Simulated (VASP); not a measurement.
Set up this calculation in VASP 6.6.1, as the native input.

- Task: single point
- Functional: PBE
- Potentials or basis: VASP PAW PBE potentials, release 64 (Si, Cl, H)
- Cutoff: 520 eV
- k mesh: 1 × 1 × 1
- Occupations: gaussian, width 0.01 eV
- Spin: no spin polarisation
- Further INCAR settings: ALGO = Normal; EDIFF = 1e-06; NBANDS = 15

The structure of SiClH3 lies in POSCAR:

```
SiH3Cl
1.0
   12.0000000000      0.0000000000      0.0000000000
    0.0000000000     12.0000000000      0.0000000000
    0.0000000000      0.0000000000     12.0000000000
Si Cl H
1 1 3
Direct
    0.4531820000      0.4647540000      0.5121100000
    0.6159180000      0.4225040000      0.5398470000
    0.3854000000      0.4236570000      0.6024270000
    0.4213780000      0.4109230000      0.4055180000
    0.4466040000      0.5886480000      0.5047630000
```

The cell isn't the ideal one: atoms moved at random, drawn with an rms of 0.05 Å.

These files were run (other wordings do the same):

INCAR

```
  ALGO = Normal
  EDIFF = 1E-6
  ENCUT = 520
  GGA = PE
  ISIF = 2
  ISMEAR = 0
  LASPH = T
  LCHARG = F
  LREAL = F
  LWAVE = F
  NBANDS = 15
  NELM = 100
  PREC = Accurate
  SIGMA = 0.01
```

KPOINTS

```
k-points
0
Gamma
  1 1 1
```

Potentials or basis: VASP PAW PBE potentials, release 64 (Si, Cl, H).

The run is started by

```sh
$ cat potpaw_PBE.64/Si/POTCAR potpaw_PBE.64/Cl/POTCAR potpaw_PBE.64/H/POTCAR > POTCAR
$ mpirun -np 1 vasp_gam > vasp.out
```

It gave:

* Largest force: 0.881 eV/Å
* Gap between the frontier levels: 6.49 eV

It took 100 s on 1 thread of AMD EPYC 7R13 Processor (Zen 3), with other jobs on the host, peak memory 1.2 GiB.
